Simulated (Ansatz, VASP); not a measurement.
**MgTl in two plane-wave programs**

One calculation is typed for both programs; each brings its own data sets. How far apart do they land? The cell is taken from a series of runs on this material, whose earlier steps may have relaxed, scaled, displaced or heated it; both programs get it as it stands.

Method: plane waves, with VASP 6.6.1 beside it; PBEsol, in Ansatz 0.2.0.

## 1. The starting structure

It takes space group Pm-3m (No. 221, cubic). Conventional cell: a = 3.622 Å, b = 3.622 Å, c = 3.622 Å, α = 90.00°, β = 90.00°, γ = 90.00°. Nearest to Mg lie 8 Tl at 3.14 Å. Nearest to Tl lie 8 Mg at 3.14 Å. Farther neighbours are not listed.

Structure file:

```cif
data_structure
_symmetry_space_group_name_H-M 'Pm-3m'
_symmetry_Int_Tables_number 221
_cell_length_a 3.6225
_cell_length_b 3.6225
_cell_length_c 3.6225
_cell_angle_alpha 90.000
_cell_angle_beta 90.000
_cell_angle_gamma 90.000
_cell_volume 47.54
loop_
_atom_site_label
_atom_site_type_symbol
_atom_site_symmetry_multiplicity
_atom_site_Wyckoff_symbol
_atom_site_fract_x
_atom_site_fract_y
_atom_site_fract_z
_atom_site_occupancy
Mg1 Mg 1 a 0.00000 0.00000 0.00000 1
Tl1 Tl 1 b 0.50000 0.50000 0.50000 1
```

## 2. Ansatz: zone-centre phonons, PBEsol

Ansatz runs on its default PAW (the set named soft_2) files.

Second derivatives magnify differences that forces hide, and they need a tight electronic threshold.

Contents of input.yaml:

```yaml
crystal:
  lattice:
    - [3.6224807745, 0.0, 0.0]
    - [0.0, 3.6224807745, 0.0]
    - [0.0, 0.0, 3.6224807745]
  atoms:
    - { symbol: Mg, position: [0.0, 0.0, 0.0] }
    - { symbol: Tl, position: [0.5, 0.5, 0.5] }
kpoints:
  mp_grid: { grid: [12, 12, 12] }
hamiltonian:
  xc: pbesol
scf:
  occupations: { method: methfessel_paxton, width: 0.15 }
output:
  eigenvalues: true
phonons:
  method: dfpt
```

Started as:

```
$ ansatz run input.yaml --threads 4 --pin off --max-ram 7168MiB --backend cpu --events-out ev --progress --plain --runs-dir out
```

Numbers of over 12 decimals in the logs are rounded to 6 here.

What it wrote:

```text
Engine: ansatz 0.2.0, aarch64-unknown-linux-gnu
Pseudopotentials: kind: paw
Pseudopotential: Mg, paw, valence charge 10, recommended cutoff 420 eV (normal), Mg.paw.azcp
Pseudopotential: Tl, paw, valence charge 13, recommended cutoff 420 eV (normal), Tl.paw.azcp
Functional definition: PBEsol
  exchange = pbesol_x
  correlation = pbesol_c
Crystal: 2 atoms, lattice volume = 47.536 Å³
Basis set: ecut = 420 eV, 925 PW (Γ), exchange–correlation on 50×50×50 points (8 copies of the dense FFT grid, shifted against one another)
Bands: 16, of which v1, the nominal top of the filled ones, is band 12 counted from 1 (11 counted from 0)
Symmetry: 48 space group operations
k-points: 196 of 1728 (irreducible under 8 space group operations, time reversal used)
Non-local potential: Mg, projectors of the file, l = 0: 3, l = 1: 2, l = 2: 1
Non-local potential: Tl, projectors of the file, l = 0: 2, l = 1: 2, l = 2: 2, l = 3: 1
PAW form: soft (Blöchl's): semilocal exchange-correlation on the pseudo side does not see the compensation charge
PAW frozen core: Mg, regenerated for the run's functional, and the local potential with it (the file was generated under x = pbe(κ = 0.804, μ = 0.219515), c = pbe(β = 0.066725))
PAW frozen core: Tl, regenerated for the run's functional, and the local potential with it (the file was generated under x = pbe(κ = 0.804, μ = 0.219515), c = pbe(β = 0.066725))
PAW one-centre angular grid: Mg, 110 points (default); XC on 64 Gauss nodes
PAW one-centre angular grid: Tl, 590 points (default); XC on 64 Gauss nodes
Initial density: superposition of atomic densities (neutral atoms: chi_scale 0, normalization atom), corrected by the library's trained network
Initial wavefunctions: pseudopotential atomic-orbital guess
Functional: x = pbesol(κ = 0.804, μ = 0.123457), c = pbesol(β = 0.046)
SCF iter   1: F=—  HF=-13207.902012 eV  |F-HF|=—  |Δ(HF+E_count)|=         —  Δρ=3.32e-3  dr2=7.51e-3  ethr=1.77e-3  ⟨swp⟩=5.1  Hψ=15162  notcnv=0
preconditioner: auto → none  [insulator: Δε(μ)=0.101 eV  Ē_g=13.673 eV  σ=0.150 eV  W_gap=0.50  n_scr=6 (ndim 8)  ℏωp=20.9 eV  f_vac=0.000  D(μ)=0.53/eV (n_scr^D=0)  ε∞_Penn≈3.3]
SCF iter   2: F=—  HF=-13207.897813 eV  |F-HF|=—  |Δ(HF+E_count)|=   4.20e-3  S|Δr|=    0.00e0  Δρ=9.32e-4  dr2=4.55e-4  ethr=3.26e-5  ⟨swp⟩=2.2  Hψ=6775  notcnv=0  defer=2
SCF iter   3: F=—  HF=-13207.897646 eV  |F-HF|=—  |Δ(HF+E_count)|=   1.68e-4  S|Δr|=    0.00e0  Δρ=1.98e-4  dr2=2.93e-5  ethr=1.98e-6  ⟨swp⟩=2.5  Hψ=5322  notcnv=0  defer=2
SCF iter   4: F=—  HF=-13207.897636 eV  |F-HF|=—  |Δ(HF+E_count)|=   1.01e-5  S|Δr|=    0.00e0  Δρ=6.89e-5  dr2=1.37e-6  ethr=1.28e-7  ⟨swp⟩=2.0  Hψ=4493  notcnv=0  defer=2
SCF iter   5: F=—  HF=-13207.897636 eV  |F-HF|=—  |Δ(HF+E_count)|=   3.50e-7  S|Δr|=    0.00e0  Δρ=1.03e-5  dr2=7.86e-8  ethr=5.96e-9  ⟨swp⟩=2.0  Hψ=5286  notcnv=0  defer=2
SCF iter   6: F=—  HF=-13207.897636 eV  |F-HF|=—  |Δ(HF+E_count)|=   2.75e-8  S|Δr|=    0.00e0  Δρ=3.44e-6  dr2=5.00e-9  ethr=3.42e-10  ⟨swp⟩=2.1  Hψ=3671  notcnv=0  defer=2
SCF iter   7: F=-13207.897636 eV  HF=-13207.897636 eV  |F-HF|=1.82e-12  |Δ(HF+E_count)|=  1.35e-10  S|Δr|=    0.00e0  Δρ=1.77e-7  dr2=7.45e-12  ethr=1.00e-12  ⟨swp⟩=6.3  Hψ=16037  notcnv=0
SCF 1 converged in 7 iterations: F = -13207.897636 eV  dr2 = 7.45e-12
  greatest PAW one-centre occupation: 1.000 electrons in one spin orbital (limit 2), on the Mg atom at site 0 (counted from 0), in its partial waves of l = 0
DFPT response loops at Γ: preconditioner auto → Kerker (q_TF=auto, 2.417 Å⁻¹) (partly filled bands, converged f_vac=0.000); β = 1.00, the filter's whole step (`scf.mixing.beta` (0.50) is not read by the response loops under this deck's `scf.mixing.preconditioner`; to damp them name `kerker` or `kerker_dos`, under which they read `scf.mixing.beta`, and type it under 1.00, their step now; both keys bind the ground state too); Broyden in place of MSR1
SCF converged after 7 iterations
Stability not checked: this state was not tested for a lower state beside it, because cold or Methfessel-Paxton smearing, or corrected tetrahedra, fill the levels in a way that the test cannot read (fill_not_monotonic; see scf.lower_state_search)
Free energy (F): -13207.897636 eV
Harris-Foulkes:  -13207.897636 eV  (|F-HF|=1.82e-12)
Internal energy: -13207.899026 eV  (E = F + TS)
E sigma→0 (E₀):  -13207.897984 eV
Entropy (-TS):   0.001390 eV (0.695 meV/atom)
Fermi energy:    9.303212 eV
--- Per-component energies (eV) ---
  E_band       = -332.955160
  E_kinetic    = 409.825679
  E_local      = -2412.596281  (includes V_loc(G=0)·N_el)
  E_nonlocal   = 414.916454
  E_hartree    = 868.316387
  E_xc         = -257.669488
  E_vxc        = -179.820758  (∫ρ·V_xc dr)
  E_paw        = -10299.424749  (= ΣΔE_a)
  E_vpaw       = -301.913048  (= ΣTr[D̂ρ^β])
  E_aug_tail   = 0.000034  (compensation charges beyond the density's cutoff)
  E_ewald      = -1931.364189
  E_core_change = 0.097127  (= ΣΔE_core)
  E_smearing   = 0.001390  (= −TS)
  E_closure    = -0.000000  (closes the sum)
  Σ components = -13207.897636   (vs F -13207.897636, Δ=0.00e0)
--- Band table (eV; the first three rows and the last of 196) ---
  k-point 0: bands = [... 8 lower, -2.1008, -0.3467, 11.7507, 11.7507, 11.7507, 12.8376, 14.5992, 14.5992]
  k-point 1: bands = [... 8 lower, -2.0999, -0.2648, 10.5913, 11.8441, 11.8441, 13.3447, 14.6351, 15.4369]
  k-point 2: bands = [... 8 lower, -2.0972, -0.0175, 8.9689, 12.1184, 12.1184, 13.6910, 14.7404, 17.2686]
  k-point 195: bands = [... 8 lower, -1.8939, 5.6837, 9.0106, 9.0106, 9.0106, 11.4034, 11.4034, 11.4034]
--- Phonons (Γ-DFPT): 2 representative perturbations + reference, on 196 of 1728 k-points (Σ response iterations 6) ---
  k mesh reduced under 8 symmetry operations, with k and −k counted as one. Each operation leaves every solved perturbation unchanged. A smaller set is not used because it would not reduce the number of displacements times k-points to solve
  ASR residual: 3.610e-5 → 0.000e0 eV/Å²; symmetrization residual: 3.987e-6 eV/Å²
  ASR residual per site (eV/Å²): 2.86e-5 3.61e-5
  Γ frequencies (cm⁻¹): 0.00 0.00 0.00 148.94 148.94 148.94
  non-analytic LO–TO correction: not included (Born effective charges unavailable; polar crystals: no LO–TO splitting at Γ)
```

The column dr2 measures how far the density is from self-consistency, as an energy; F and HF (Harris–Foulkes) agree once it is small.

## 3. VASP: zone-centre phonons, PBEsol

The same cell, functional, mesh and smearing now go to VASP, with its own data sets.

Lines of VASP's logs that name or quote its potential files are left out, and so is its time.

Contents of INCAR:

```
SYSTEM = MgTl
PREC = Accurate
ENCUT = 600
EDIFF = 1E-08
NELM = 120
ISMEAR = 1
SIGMA = 0.15
LREAL = .FALSE.
ALGO = Normal
GGA = PS
NBANDS = 13
LORBIT = 11
LWAVE = .FALSE.
LCHARG = .FALSE.
ISIF = 2
IBRION = 8
LASPH = .TRUE.
GGA_COMPAT = .FALSE.
KPAR = 2
```

Contents of POSCAR:

```
MgTl
1.0
    3.6224807745      0.0000000000      0.0000000000
    0.0000000000      3.6224807745      0.0000000000
    0.0000000000      0.0000000000      3.6224807745
Mg Tl
1 1
Direct
    0.0000000000      0.0000000000      0.0000000000
    0.5000000000      0.5000000000      0.5000000000
```

Contents of KPOINTS:

```
Automatic mesh
0
Gamma
12 12 12
0 0 0
```

The projector-augmented-wave data sets are Mg and Tl_d (PBE family, release 64).

Started as:

```
$ mpirun -np 2 vasp_std
```

What it wrote:

```text
[banner, memory and clock lines left out]
running    2 mpi-ranks, on    1 nodes
 distrk:  each k-point on    1 cores,    2 groups
 distr:  one band on    1 cores,    1 groups

 POSCAR found type information on POSCAR MgTl
 POSCAR found :  2 types and       2 ions
|                                                                             |
|               ----> ADVICE to this user running VASP <----                  |
|                                                                             |
|     You enforced a specific xc type in the INCAR file but a different       |
|     [... a line on the potential file left out ...]
|     I HOPE YOU KNOW WHAT YOU ARE DOING!                                     |
|                                                                             |

 LDA part: xc-table for (Slater+PW92), standard interpolation
 POSCAR, INCAR and KPOINTS ok, starting setup
 FFT: planning ... GRIDC
 FFT: planning ... GRID_SOFT
 FFT: planning ... GRID
 WAVECAR not read
 entering main loop
       N       E                     dE             d eps       ncg     rms          rms(c)
DAV:   1     0.606337680491E+02    0.60634E+02   -0.77729E+03  2232   0.109E+03
DAV:   2    -0.356626056275E+01   -0.64200E+02   -0.61970E+02  2574   0.219E+02
DAV:   3    -0.462841339057E+01   -0.10622E+01   -0.10590E+01  2609   0.248E+01
DAV:   4    -0.463434154716E+01   -0.59282E-02   -0.59279E-02  2417   0.206E+00
DAV:   5    -0.463441990172E+01   -0.78355E-04   -0.78355E-04  2534   0.232E-01    0.259E+00
DAV:   6    -0.455967614815E+01    0.74744E-01   -0.74852E-02  2324   0.246E+00    0.174E+00
DAV:   7    -0.453055839444E+01    0.29118E-01   -0.35544E-02  2309   0.166E+00    0.671E-01
DAV:   8    -0.452869205923E+01    0.18663E-02   -0.33521E-03  2409   0.396E-01    0.536E-02
DAV:   9    -0.452865412322E+01    0.37936E-04   -0.22407E-04  2289   0.941E-02    0.239E-02
DAV:  10    -0.452865160979E+01    0.25134E-05   -0.57042E-06  2544   0.182E-02    0.454E-03
DAV:  11    -0.452865180283E+01   -0.19304E-06   -0.30789E-07  2372   0.410E-03    0.121E-03
DAV:  12    -0.452865184906E+01   -0.46230E-07   -0.60897E-08  2374   0.208E-03    0.267E-04
DAV:  13    -0.452865184963E+01   -0.56775E-09   -0.87083E-10  1222   0.194E-04
   1 F= -.45286518E+01 E0= -.45291031E+01  d E =0.135374E-02
 Linear response reoptimize wavefunctions to high precision
DAV:   1    -0.452865185053E+01   -0.89653E-09   -0.87989E-11  1357   0.753E-05
DAV:   2    -0.452865185054E+01   -0.11369E-10   -0.70802E-12  1177   0.226E-05
 Linear response DOF=           2
 Linear response progress:
  Degree of freedom:   1/  2
       N       E                     dE             d eps       ncg     rms          rms(c)
RMM:   1    -0.187068559798E-02   -0.18707E-02    0.20315E-03  9031   0.259E-01
RMM:   2    -0.184766220054E-02    0.23023E-04   -0.55096E-05  7866   0.391E-02    0.291E-02
RMM:   3    -0.183119877238E-02    0.16463E-04   -0.81571E-06  8048   0.183E-02    0.159E-02
RMM:   4    -0.181998510718E-02    0.11214E-04   -0.47070E-06  7997   0.144E-02    0.350E-03
RMM:   5    -0.181448170537E-02    0.55034E-05   -0.30371E-07  8012   0.423E-03    0.384E-04
RMM:   6    -0.181460708513E-02   -0.12538E-06   -0.43866E-09  8190   0.454E-04    0.172E-04
RMM:   7    -0.181467473812E-02   -0.67653E-07   -0.37216E-10  8274   0.998E-05    0.192E-05
RMM:   8    -0.181472594134E-02   -0.51203E-07   -0.24754E-10  8357   0.310E-05    0.472E-06
RMM:   9    -0.181473864505E-02   -0.12704E-07   -0.15481E-10  8431   0.848E-06    0.104E-06
RMM:  10    -0.181473883228E-02   -0.18723E-09   -0.43635E-11  6513   0.200E-06    0.177E-07
 first order change of Fermi-energy   0.74890E-04
 force on displaced ion       1 direction 1 :  -1.762  -0.000  -0.000
 Linear response progress:
  Degree of freedom:   2/  2
       N       E                     dE             d eps       ncg     rms          rms(c)
RMM:   1    -0.333827581635E+00   -0.33383E+00   -0.21642E-01  7681   0.423E+00
RMM:   2    -0.335060006370E+00   -0.12324E-02   -0.23222E-03  7710   0.430E-01    0.425E-02
RMM:   3    -0.334904319018E+00    0.15569E-03   -0.60780E-05  9123   0.588E-02    0.235E-02
RMM:   4    -0.334786989767E+00    0.11733E-03   -0.46492E-05  8771   0.451E-02    0.583E-03
RMM:   5    -0.334792411613E+00   -0.54218E-05   -0.16056E-06  8811   0.886E-03    0.196E-03
RMM:   6    -0.334778645062E+00    0.13767E-04   -0.53373E-08  9045   0.143E-03    0.755E-04
RMM:   7    -0.334763830314E+00    0.14815E-04   -0.66168E-09  9083   0.575E-04    0.573E-05
RMM:   8    -0.334762708394E+00    0.11219E-05   -0.12303E-08  9427   0.820E-05    0.326E-05
RMM:   9    -0.334762884571E+00   -0.17618E-06   -0.90929E-09  9217   0.264E-05    0.149E-06
RMM:  10    -0.334762896059E+00   -0.11489E-07   -0.51800E-09  9110   0.513E-06    0.699E-07
RMM:  11    -0.334762911166E+00   -0.15107E-07   -0.26263E-09  5564   0.219E-06    0.184E-07
RMM:  12    -0.334762911661E+00   -0.49443E-09   -0.11281E-09  4114   0.185E-06    0.475E-08
 first order change of Fermi-energy  -0.22309E-03
 force on displaced ion       2 direction 1 :  -1.763   0.000   0.000
 Linear response finished
```

From OUTCAR (step 3):

```text
ion  position               nearest neighbor table
   1  0.000  0.000  0.000-   2 3.14   2 3.14   2 3.14   2 3.14   2 3.14   2 3.14   2 3.14   2 3.14

  LATTYP: Found a simple cubic cell.
 ALAT       =     3.6224807745

 Subroutine GETGRP returns: Found 48 space group operations
 (whereof 48 operations were pure point group operations)

The static configuration has the point symmetry O_h .

 Found     84 irreducible k-points:

   k-points           NKPTS =     84   k-points in BZ     NKDIM =     84   number of bands    NBANDS=     13

   dimension x,y,z NGX =    30 NGY =   30 NGZ =   30
   dimension x,y,z NGXF=    60 NGYF=   60 NGZF=   60

   ENCUT  =  600.0 eV  44.10 Ry    6.64 a.u.   7.23  7.23  7.23*2*pi/ulx,y,z

   NELECT =      15.0000    total number of electrons

 k-points in reciprocal lattice and weights: Automatic mesh
   0.00000000  0.00000000  0.00000000       0.001
   0.08333333  0.00000000  0.00000000       0.003
   0.16666667  0.00000000  0.00000000       0.003
   0.25000000  0.00000000  0.00000000       0.003
   0.33333333  0.00000000  0.00000000       0.003
   0.41666667  0.00000000  0.00000000       0.003
   0.50000000  0.00000000  0.00000000       0.002
   0.08333333  0.08333333  0.00000000       0.007
   0.16666667  0.08333333  0.00000000       0.014
[...]
0.50000000  0.50000000  0.41666667       0.003
   0.50000000  0.50000000  0.50000000       0.001

 average (electrostatic) potential at core
       1 -36.5889       2 -83.9225

  Total       -0.0265668     -0.0265668     -0.0265668     -0.0000000      0.0000000      0.0000000
  in kB       -0.8954293     -0.8954293     -0.8954293     -0.0000000      0.0000000      0.0000000
  external PRESSURE =      -0.8954293 kB  Pullay stress =       0.0000000 kB

  energy-cutoff  :      600.00
  volume of cell :       47.54
      direct lattice vectors                 reciprocal lattice vectors
     3.622480775  0.000000000  0.000000000     0.276053915  0.000000000  0.000000000
     0.000000000  3.622480775  0.000000000     0.000000000  0.276053915  0.000000000
     0.000000000  0.000000000  3.622480775     0.000000000  0.000000000  0.276053915

 POSITION                                       TOTAL-FORCE (eV/Angst)
 -----------------------------------------------------------------------------------
      0.00000      0.00000      0.00000         0.000000      0.000000      0.000000
      1.81124      1.81124      1.81124         0.000000      0.000000      0.000000
 -----------------------------------------------------------------------------------
    total drift:                                0.000000      0.000000      0.000000

 Eigenvectors and eigenvalues of the dynamical matrix
 ----------------------------------------------------

   1 f  =    4.453243 THz    27.980550 2PiTHz  148.544189 cm-1    18.417124 meV
             X         Y         Z           dx          dy          dz
      0.000000  0.000000  0.000000    -0.917841    0.226350   -0.000000
      1.811240  1.811240  1.811240     0.316603   -0.078078    0.000000

   2 f  =    4.453243 THz    27.980550 2PiTHz  148.544189 cm-1    18.417124 meV
             X         Y         Z           dx          dy          dz
      0.000000  0.000000  0.000000    -0.226350   -0.917841   -0.000000
      1.811240  1.811240  1.811240     0.078078    0.316603    0.000000

   3 f  =    4.453243 THz    27.980550 2PiTHz  148.544189 cm-1    18.417124 meV
             X         Y         Z           dx          dy          dz
      0.000000  0.000000  0.000000     0.000000   -0.000000    0.945339
      1.811240  1.811240  1.811240     0.000000   -0.000000   -0.326088

   4 f/i=    0.000373 THz     0.002346 2PiTHz    0.012457 cm-1     0.001544 meV
             X         Y         Z           dx          dy          dz
      0.000000  0.000000  0.000000    -0.031479    0.296038   -0.133055
      1.811240  1.811240  1.811240    -0.091258    0.858225   -0.385731

   5 f/i=    0.000373 THz     0.002346 2PiTHz    0.012457 cm-1     0.001544 meV
             X         Y         Z           dx          dy          dz
      0.000000  0.000000  0.000000     0.014069   -0.132309   -0.297707
      1.811240  1.811240  1.811240     0.040786   -0.383569   -0.863063

   6 f/i=    0.000373 THz     0.002346 2PiTHz    0.012457 cm-1     0.001544 meV
             X         Y         Z           dx          dy          dz
      0.000000  0.000000  0.000000    -0.324260   -0.034480   -0.000000
      1.811240  1.811240  1.811240    -0.940040   -0.099958    0.000000

 ELASTIC MODULI CONTR FROM IONIC RELAXATION (kBar)
 Direction    XX          YY          ZZ          XY          YZ          ZX
 --------------------------------------------------------------------------------
 XX           0.0000      0.0000      0.0000      0.0000      0.0000      0.0000
 YY           0.0000      0.0000      0.0000      0.0000      0.0000      0.0000
 ZZ           0.0000      0.0000      0.0000      0.0000      0.0000      0.0000
 XY           0.0000      0.0000      0.0000      0.0000      0.0000      0.0000
 YZ           0.0000      0.0000      0.0000      0.0000      0.0000      0.0000
 ZX           0.0000      0.0000      0.0000      0.0000      0.0000      0.0000
 --------------------------------------------------------------------------------
```

## 4. Side by side

Known differences besides the potentials themselves: the data sets hold 23 valence electrons in Ansatz (on its default PAW (the set named soft_2) files) and 15 in VASP; the cutoff is 420 eV in Ansatz and 600 eV in VASP; Ansatz makes its cores anew for this functional, VASP keeps those of its PBE data sets. Total energies have different zeros and are not compared.

The two programs side by side:

```csv
quantity,Ansatz,VASP,difference
optical mode 1 to 3 (cm⁻¹),148.9,148.5,+0.27 %
```

Modes are paired by rising frequency, not by their patterns, so a pair may set unlike modes beside each other; they are those without the splitting of longitudinal modes.

## 5. Summary of results

```yaml
r_m_s_difference_of_the_optical_zone_centre_modes_each_program_s_sorted_by_frequency_zone_centre_phonons_pbesol: 0.40 cm⁻¹
```

**Reading.** The r.m.s. difference of the optical zone-centre modes, each program's sorted by frequency is 0.40 cm⁻¹ (zone-centre phonons, PBEsol). The data sets hold unlike numbers of valence electrons (23 in Ansatz and 15 in VASP), so part of the differences may come from the potentials. 2 further pairs of this series are not shown here. Such differences can come from data sets, numerical settings and the points named under the comparisons, not from the functional's error against experiment.

[Lines on the potential files, build, host, timing and source positions are cut from VASP's logs without a mark.]

[Logs are printed without paths, hosts, clocks, repeated set-up lines and the standing remarks that a program may print on its own settings, such as how far it seeks lower states.]

[Hosts, paths, dates, database ids (printed as entryN), source tags and the programs' standing remarks are cut or masked in the printed files.]
